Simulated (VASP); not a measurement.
Consider the following.

```
CELL_PARAMETERS angstrom
      1.55500    -2.69334     0.00000
      1.55500     2.69334     0.00000
      0.00000     0.00000     4.98000
ATOMIC_POSITIONS crystal
  Al 0.66667 0.33333 0.50000
  Al 0.33333 0.66667 0.00000
  N  0.66667 0.33333 0.88200
  N  0.33333 0.66667 0.38200
```

Level of theory: PBE GGA, VASP's PBE PAW potentials (set 64) (plane waves; VASP). Settings: EDIFF = 1E-5, 520 eV cut-off, 9×9×5 Γ-centred mesh, Gaussian smearing of 0.050 eV, potentials Al N.

Question: Estimate the energy per atom (σ→0), pressure, band gap (on the k-mesh) with the smallest direct gap where there is one.

Answer: 
```
Quantity                                         Result
-----------------------------------  ------------------
band gap (on the k-mesh)                        4.21 eV
smallest direct gap (on the k-mesh)             4.21 eV
energy per atom (σ→0)                -718.1 kJ/mol-atom
pressure                                       3.80 GPa
```

Only differences to runs with the same potentials and settings are physical.

The compound is AlN in the wurtzite structure. The cell was not relaxed at this level. The run is one of a series of settings (EDIFF = 1E-5 against the base run), some of them coarse on purpose.
